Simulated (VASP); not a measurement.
Consider the following.

```
Ba
1.0
   -2.41766     2.41766     2.41766
    2.41766    -2.41766     2.41766
    2.41766     2.41766    -2.41766
Ba
1
Direct
  0.00000   0.00000   0.00000
```

All values below come from vdW-DF-cx, VASP's PBE PAW potentials (set 64) (plane waves; VASP). Settings: 520 eV cut-off, 11×11×11 Γ-centred mesh, first-order Methfessel-Paxton smearing of 0.10 eV, potentials Ba_sv.

Unless said otherwise, spin-orbit coupling is left out, though it shifts the bands of the heavy elements here.

**Question.** What does the run give for the energy per atom (σ→0), band gap (on the k-mesh) with the smallest direct gap where there is one?

**Answer.** 
```yaml
band gap (on the k-mesh): none (metal, semimetal or under 0.01 eV)
energy per atom (σ→0): 0.145 eV/atom
```

Total energies compare only between runs with the same potentials, cut-off and functional.

The compound is Ba in the bcc structure. This cell is one point of a volume scan, at 0.97 of the reference volume.
